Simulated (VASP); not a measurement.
Data:

```yaml
crystal:
  lattice:
    - [1.82500, -3.16099, 0.00000]
    - [1.82500, 3.16099, 0.00000]
    - [0.00000, 0.00000, 5.90000]
  atoms:
    - { symbol: Sn, position: [0.00000, 0.00000, 0.00000] }
    - { symbol: S, position: [0.33333, 0.66667, 0.25000] }
    - { symbol: S, position: [0.66667, 0.33333, 0.75000] }
```

Calculation: PBE GGA, VASP's PBE PAW potentials (set 64) (plane waves; VASP). Settings: 225 eV cut-off, 8×8×4 Γ-centred mesh, Gaussian smearing of 0.050 eV, potentials Sn_d S.

Predict the energy per atom (σ→0).

```json
{
 "energy per atom (σ→0)": "-4.368 eV/atom"
}
```

Total energies compare only between runs with the same potentials, cut-off and functional.

The compound is SnS2 in the 1T layered structure. The cell was not relaxed at this level. The run is one of a series of settings (ENCUT = 225 against the base run), some of them coarse on purpose.
